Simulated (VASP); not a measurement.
# WC (Qusongite): C into a neighbouring C vacancy, part 4 of 4

How hard is this move in WC (Qusongite): C into a neighbouring C vacancy? Both ends are relaxed first, then a band of images between them. The start is a cell from a database of measured crystal structures.

VASP 6.6.1; PBEsol; plane waves and PAW (W, C).

So far. Step 3 (Relax the start): The run ended after 8 ionic steps, 0.327 eV below its first step, once the forces on the free atoms met EDIFFG = -0.05. Step 4 (Relax the end): The run ended after 8 ionic steps, 0.422 eV below its first step, once the forces on the free atoms met EDIFFG = -0.05.

## 5. Nudged elastic band

Images on a straight line between the ends relax across the path, while springs keep them spaced along it.

Contents of INCAR:

```
SYSTEM = W12C11
PREC = Normal
ENCUT = 400
EDIFF = 1E-05
NELM = 120
ISMEAR = 1
SIGMA = 0.15
LREAL = Auto
ALGO = Fast
GGA = PS
NBANDS = 81
LASPH = .TRUE.
LWAVE = .FALSE.
LCHARG = .FALSE.
IMAGES = 3
SPRING = -5
IBRION = 1
POTIM = 0.3
NSW = 60
EDIFFG = -0.05
ISYM = 0
ISIF = 0
```

Contents of POSCAR:

```
W12C11
1.0
    5.7973615814      0.0000000000      0.0000000000
   -2.8986807906      5.0206624044      0.0000000000
    0.0000000000      0.0000000000      8.4819026031
W C
12 11
Direct
    0.0014915714      0.0009877068      0.9968276870
    0.0008696396      0.0002956761      0.3363076472
    0.0014863681      0.0007020433      0.6665193770
    0.9997759818      0.4999539997      0.0003468598
    0.9994313273      0.4995495336      0.3326532251
    0.9995585827      0.4995353729      0.6665542146
    0.4987594371      0.0008235745      0.9967969133
    0.4982722186      0.0000467883      0.3362928694
    0.4984031741      0.0004925374      0.6665297179
    0.4990497530      0.4982870469      0.9967047328
    0.4984018485      0.4973459798      0.3361381170
    0.4987083889      0.4975376420      0.6664541984
    0.3326155322      0.1658649847      0.4991712861
    0.3330127535      0.1665719063      0.8338045973
    0.3344883023      0.6669949334      0.1664642505
    0.3351781333      0.6670398708      0.4991987475
    0.3354864401      0.6675428889      0.8337473489
    0.8318414453      0.1650176987      0.1665972201
    0.8313560400      0.1637522374      0.4991548962
    0.8317836885      0.1642142213      0.8339083545
    0.8324861669      0.6675137891      0.1665270618
    0.8314121174      0.6670795180      0.4991482885
    0.8318651616      0.6676550099      0.8338505075
```

Contents of KPOINTS:

```
Automatic mesh
0
Gamma
4 4 2
0 0 0
```

Contents of 00/POSCAR:

```
W12C11
1.0
    5.7973615814      0.0000000000      0.0000000000
   -2.8986807906      5.0206624044      0.0000000000
    0.0000000000      0.0000000000      8.4819026031
W C
12 11
Direct
    0.0014915714      0.0009877068      0.9968276870
    0.0008696396      0.0002956761      0.3363076472
    0.0014863681      0.0007020433      0.6665193770
    0.9997759818      0.4999539997      0.0003468598
    0.9994313273      0.4995495336      0.3326532251
    0.9995585827      0.4995353729      0.6665542146
    0.4987594371      0.0008235745      0.9967969133
    0.4982722186      0.0000467883      0.3362928694
    0.4984031741      0.0004925374      0.6665297179
    0.4990497530      0.4982870469      0.9967047328
    0.4984018485      0.4973459798      0.3361381170
    0.4987083889      0.4975376420      0.6664541984
    0.3326155322      0.1658649847      0.4991712861
    0.3330127535      0.1665719063      0.8338045973
    0.3344883023      0.6669949334      0.1664642505
    0.3351781333      0.6670398708      0.4991987475
    0.3354864401      0.6675428889      0.8337473489
    0.8318414453      0.1650176987      0.1665972201
    0.8313560400      0.1637522374      0.4991548962
    0.8317836885      0.1642142213      0.8339083545
    0.8324861669      0.6675137891      0.1665270618
    0.8314121174      0.6670795180      0.4991482885
    0.8318651616      0.6676550099      0.8338505075
```

Contents of 01/POSCAR:

```
W12C11
1.0
    5.7973615814      0.0000000000      0.0000000000
   -2.8986807906      5.0206624044      0.0000000000
    0.0000000000      0.0000000000      8.4819026031
W C
12 11
Direct
    0.0017674475      0.0010034987      0.9973664653
    0.0011594494      0.0003181152      0.3345062745
    0.0018570695      0.0010307331      0.6670319315
    0.9999686899      0.4999847158      0.0000163599
    0.9997401190      0.4996717620      0.3327012572
    0.9998861910      0.4998565340      0.6662134133
    0.4989714606      0.0008690537      0.9973384348
    0.4986539571      0.0000833594      0.3344992643
    0.4988603781      0.0008718776      0.6670379104
    0.4991627302      0.4982033309      0.9973137808
    0.4986277980      0.4973308962      0.3344669878
    0.4990928321      0.4980324061      0.6670735907
    0.3328768834      0.1658202886      0.4159298494
    0.3333210451      0.1667903635      0.8332540671
    0.3348768060      0.6670053244      0.1664139902
    0.3352905666      0.6672703768      0.4991506266
    0.3357354971      0.6678173332      0.8332237832
    0.8320521121      0.1647627584      0.1664910909
    0.8319029102      0.1642405999      0.4990747777
    0.8321085739      0.1643878306      0.8333120102
    0.8323995749      0.6674121046      0.1664709124
    0.8319022223      0.6673042484      0.4991044454
    0.8321564148      0.6679321654      0.8333228780
```

Contents of 02/POSCAR:

```
W12C11
1.0
    5.7973615814      0.0000000000      0.0000000000
   -2.8986807906      5.0206624044      0.0000000000
    0.0000000000      0.0000000000      8.4819026031
W C
12 11
Direct
    0.0020433236      0.0010192906      0.9979052436
    0.0014492592      0.0003405542      0.3327049017
    0.0022277708      0.0013594229      0.6675444859
    1.0001613980      0.5000154320     -0.0003141400
    1.0000489107      0.4997939905      0.3327492892
    1.0002137993      0.5001776951      0.6658726121
    0.4991834842      0.0009145329      0.9978799563
    0.4990356956      0.0001199305      0.3327056592
    0.4993175822      0.0012512178      0.6675461028
    0.4992757074      0.4981196149      0.9979228288
    0.4988537476      0.4973158127      0.3327958586
    0.4994772753      0.4985271702      0.6676929830
    0.3331382347      0.1657755926      0.3326884126
    0.3336293366      0.1670088208      0.8327035368
    0.3352653096      0.6670157154      0.1663637299
    0.3354029998      0.6675008828      0.4991025056
    0.3359845541      0.6680917776      0.8327002175
    0.8322627788      0.1645078181      0.1663849616
    0.8324497805      0.1647289625      0.4989946592
    0.8324334593      0.1645614399      0.8327156660
    0.8323129829      0.6673104202      0.1664147630
    0.8323923272      0.6675289789      0.4990606022
    0.8324476680      0.6682093210      0.8327952485
```

Contents of 03/POSCAR:

```
W12C11
1.0
    5.7973615814      0.0000000000      0.0000000000
   -2.8986807906      5.0206624044      0.0000000000
    0.0000000000      0.0000000000      8.4819026031
W C
12 11
Direct
    0.0023191998      0.0010350826      0.9984440220
    0.0017390690      0.0003629933      0.3309035289
    0.0025984722      0.0016881127      0.6680570404
    1.0003541061      0.5000461481     -0.0006446399
    1.0003577024      0.4999162190      0.3327973212
    1.0005414076      0.5004988562      0.6655318108
    0.4993955078      0.0009600121      0.9984214778
    0.4994174341      0.0001565015      0.3309120542
    0.4997747862      0.0016305580      0.6680542952
    0.4993886845      0.4980358989      0.9985318768
    0.4990796972      0.4973007292      0.3311247293
    0.4998617185      0.4990219342      0.6683123754
    0.3333995859      0.1657308966      0.2494469759
    0.3339376282      0.1672272780      0.8321530066
    0.3356538132      0.6670261065      0.1663134696
    0.3355154331      0.6677313889      0.4990543847
    0.3362336111      0.6683662219      0.8321766518
    0.8324734456      0.1642528779      0.1662788324
    0.8329966508      0.1652173250      0.4989145407
    0.8327583447      0.1647350492      0.8321193217
    0.8322263909      0.6672087358      0.1663586137
    0.8328824321      0.6677537094      0.4990167591
    0.8327389211      0.6684864765      0.8322676189
```

Contents of 04/POSCAR:

```
W12C11
1.0
    5.7973615814      0.0000000000      0.0000000000
   -2.8986807906      5.0206624044      0.0000000000
    0.0000000000      0.0000000000      8.4819026031
W C
12 11
Direct
    0.0025950759      0.0010508745      0.9989828003
    0.0020288788      0.0003854324      0.3291021562
    0.0029691735      0.0020168025      0.6685695949
    1.0005468142      0.5000768642     -0.0009751398
    1.0006664941      0.5000384474      0.3328453533
    1.0008690159      0.5008200173      0.6651910096
    0.4996075313      0.0010054913      0.9989629993
    0.4997991726      0.0001930726      0.3291184491
    0.5002319902      0.0020098982      0.6685624877
    0.4995016617      0.4979521829      0.9991409248
    0.4993056467      0.4972856456      0.3294536001
    0.5002461617      0.4995166983      0.6689317677
    0.3336609371      0.1656862005      0.1662055392
    0.3342459198      0.1674457352      0.8316024764
    0.3360423169      0.6670364975      0.1662632093
    0.3356278664      0.6679618949      0.4990062638
    0.3364826681      0.6686406663      0.8316530861
    0.8326841124      0.1639979376      0.1661727032
    0.8335435210      0.1657056875      0.4988344222
    0.8330832301      0.1649086585      0.8315229774
    0.8321397989      0.6671070513      0.1663024643
    0.8333725370      0.6679784398      0.4989729160
    0.8330301743      0.6687636320      0.8317399894
```

The projector-augmented-wave data sets are W and C (PBE family, release 64).

Launch:

```
mpirun -np 3 vasp_std
```

What it wrote:

```text
[banner, memory and clock lines left out]
running    3 mpi-ranks, on    1 nodes
 each image running on    1 cores
[...]
01/POSCAR found :  2 types and      23 ions
 [... a notice as in an earlier step ...]

 LDA part: xc-table for (Slater+PW92), standard interpolation
[...]
00/POSCAR found :  2 types and      23 ions
[...]
04/POSCAR found :  2 types and      23 ions
 POSCAR, INCAR and KPOINTS ok, starting setup
[...]
entering main loop
       N       E                     dE             d eps       ncg     rms          rms(c)
DAV:   1     0.368630366124E+03    0.36863E+03   -0.46220E+04  3280   0.107E+03
DAV:   2    -0.250294252039E+03   -0.61892E+03   -0.58428E+03  3928   0.306E+02
DAV:   3    -0.303241938896E+03   -0.52948E+02   -0.51786E+02  4376   0.751E+01
DAV:   4    -0.304935311533E+03   -0.16934E+01   -0.16811E+01  4136   0.149E+01
[...]
RMM:  21    -0.270982826681E+03    0.69706E-03   -0.21427E-03  3956   0.108E-01    0.277E-01
RMM:  22    -0.270982744784E+03    0.81897E-04   -0.76042E-04  3878   0.654E-02    0.237E-01
RMM:  23    -0.270982750605E+03   -0.58213E-05   -0.93721E-05  2800   0.247E-02
   1 F= -.27098275E+03 E0= -.27097679E+03  d E =-.270983E+03
[... from here on, the cycles between the ionic steps are left out ...]
   2 F= -.27159355E+03 E0= -.27159110E+03  d E =-.610799E+00
   6 F= -.27249878E+03 E0= -.27249456E+03  d E =-.116132E+00
  11 F= -.27282361E+03 E0= -.27281972E+03  d E =-.787551E-01
  16 F= -.27364285E+03 E0= -.27364135E+03  d E =-.134203E+00
  21 F= -.27470332E+03 E0= -.27470443E+03  d E =-.178911E-01
  26 F= -.27470518E+03 E0= -.27470623E+03  d E =0.114833E-01
  31 F= -.27505284E+03 E0= -.27505044E+03  d E =-.694276E-01
  36 F= -.27511149E+03 E0= -.27510956E+03  d E =-.242174E-01
  41 F= -.27515930E+03 E0= -.27515841E+03  d E =-.139437E-01
  46 F= -.27518752E+03 E0= -.27518793E+03  d E =-.234533E-02
  51 F= -.27518946E+03 E0= -.27519017E+03  d E =-.362640E-03
  56 F= -.27518899E+03 E0= -.27519011E+03  d E =0.484303E-03
  59 F= -.27518860E+03 E0= -.27518981E+03  d E =-.236630E-04
  60 F= -.27518848E+03 E0= -.27518969E+03  d E =0.126181E-03
 BRION: g(F)=  0.689E-03 g(S)=  0.000E+00 retain N=  9 mean eig= 2.35
 eig:   6.001  6.001  2.878  1.693  1.606  1.068  0.823  0.823  0.298
```

The job ended after 39 min (3 MPI ranks of AMD EPYC 9R45, shared host; peak memory 0.82 GiB).

From OUTCAR (step 5):

```text
  tangential force (eV/A)         0.261295
  left and right image   3.353983  3.355762 A

  tangential force (eV/A)         0.257243
  left and right image   3.353930  3.355631 A

 k-point     1 :       0.0000    0.0000    0.0000
  band No.  band energies     occupation
    ...
     55       7.9213      2.03085
     56       7.9813      2.06531
     57       8.0150      2.06901
     58       8.0155      2.06883
     59       8.0180      2.06775
     60       9.4746     -0.00000
     61       9.6753     -0.00000
     62       9.6768     -0.00000
     63      10.2944     -0.00000
     64      10.3577     -0.00000
    ...

 POSITION                                       TOTAL-FORCE (eV/Angst)
 -----------------------------------------------------------------------------------
      0.03323      0.01762      7.75429         0.000369      0.000630      0.010348
      0.03530      0.01816      2.15420        -0.018245     -0.006319      0.003122
      0.03363      0.01805      4.95412        -0.001359     -0.000731      0.013281
      4.37380      2.52320     -0.69689        -0.011197      0.007908      0.013875
      4.37344      2.52289      2.12143         0.016574      0.007462      0.004229
      4.37307      2.52342      4.95307         0.005724     -0.005970      0.006835
      2.91635      0.01798      7.75459        -0.001965     -0.013396      0.010828
      2.91470      0.01811      2.15377         0.022487     -0.009518      0.003670
      2.91563      0.01782      4.95426         0.006437     -0.006201      0.022615
      1.47496      2.51541      7.75429        -0.006883     -0.006575      0.005862
      1.47525      2.51165      2.15321        -0.009247      0.029332      0.021050
      1.47439      2.51428      4.95409        -0.000311      0.002531      0.026464
      1.47508      0.84963      3.54810        -0.000768      0.001978     -0.226453
      1.47499      0.85068      6.37220        -0.002925     -0.004815      0.008395
[...]
-----------------------------------------------------------------------------------
    total drift:                               -0.109894     -0.044196      0.000577

  FREE ENERGIE OF THE ION-ELECTRON SYSTEM (eV)
  ---------------------------------------------------
  free  energy   TOTEN  =      -275.1884762967 eV

  energy  without entropy=     -275.1921274892  energy(sigma->0) =     -275.18969336

  tangential force (eV/A)         0.263066
  left and right image   3.356165  3.357732 A

[... 5 parts as in an earlier step ...]

[... 10 further parts left out ...]
[key lines of the parts left out:]
E-fermi :   8.1875
```

The band used up its steps before its forces met the threshold, so no barrier is taken from it.

## 6. Results

```
result : none
```

The session ends without its result: «nudged elastic band» used up its steps.

[Lines on the potential files, build, host, timing and source positions are cut from VASP's logs without a mark.]

[Logs are printed without paths, hosts, clocks, repeated set-up lines and the standing remarks that a program may print on its own settings, such as how far it seeks lower states.]

[Hosts, paths, dates, database ids (printed as entryN), source tags and the programs' standing remarks are cut or masked in the printed files.]

[Runs that stopped without an error message from VASP are left out.]
